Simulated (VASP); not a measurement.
Here is a VASP 6.6.1 calculation.

The input INCAR:

```
SYSTEM = FeO
  PREC = Accurate
  ENCUT = 520
  EDIFF = 1E-7
  ISMEAR = -1
  SIGMA = 0.05
  LREAL = .FALSE.
  LASPH = .TRUE.
  NELM = 100
  ALGO = Normal
  ISIF = 2
  LWAVE = .FALSE.
  LCHARG = .FALSE.
  ISPIN = 2
  MAGMOM = 3 3 3 3 3 3 0 0 0 0 0 0
  LORBIT = 11
  LMAXMIX = 4
  LDIPOL = .TRUE.
  IDIPOL = 3
  DIPOL = 0.5 0.5 0.500
  GGA = PE
  NBANDS = 58
```

Contents of KPOINTS:

```
regular mesh
0
G
  9 9 1
  0 0 0
```

Contents of POSCAR:

```
FeO
1.0
    3.0481959123      0.0000000000      0.0000000000
    0.0000000000      3.0481959123      0.0000000000
    0.0000000000      0.0000000000     25.7770000000
Fe O
6 6
Direct
    0.5000000000      0.5000000000      0.2909570547
    0.0000000000      0.0000000000      0.3745742328
    0.5000000000      0.5000000000      0.4581914109
    0.0000000000      0.0000000000      0.5418085891
    0.5000000000      0.5000000000      0.6254257672
    0.0000000000      0.0000000000      0.7090429453
    0.0000000000      0.0000000000      0.2909570547
    0.5000000000      0.5000000000      0.3745742328
    0.0000000000      0.0000000000      0.4581914109
    0.5000000000      0.5000000000      0.5418085891
    0.0000000000      0.0000000000      0.6254257672
    0.5000000000      0.5000000000      0.7090429453
```

Potentials or basis: VASP PAW PBE potentials, release 64 (Fe, O).

Launch:

```bash
$ cat potpaw_PBE.64/Fe/POTCAR potpaw_PBE.64/O/POTCAR > POTCAR
$ mpirun -np 1 vasp_std > vasp.out
```

Question: Predict the band gap on the k mesh.

Answer: None (metal or under the smearing width).

Question: What does it give for the largest force?

Answer: 0.786 eV/Å.

Question: Estimate the site moments.

Answer: Fe +3.57, +3.63, +3.62; O +0.26, +0.32, +0.30 μB.

Question: Predict the net moment.

Answer: 24.00 μB per cell.

Forces in eV/Å, atoms in the order of the input:
```
Fe   0.000  0.000  0.786
Fe   0.000  0.000 -0.365
Fe   0.000  0.000  0.141
Fe   0.000  0.000 -0.141
Fe   0.000  0.000  0.365
Fe   0.000  0.000 -0.786
O    0.000  0.000 -0.486
O    0.000  0.000 -0.001
O    0.000  0.000 -0.007
O    0.000  0.000  0.007
O    0.000  0.000  0.001
O    0.000  0.000  0.486
```

Caveat: semilocal functionals often make such compounds metallic where correlation or magnetic order opens a gap, which also shifts bond lengths; only a ferromagnetic start was run, and an antiferromagnetic order may lie lower in energy.
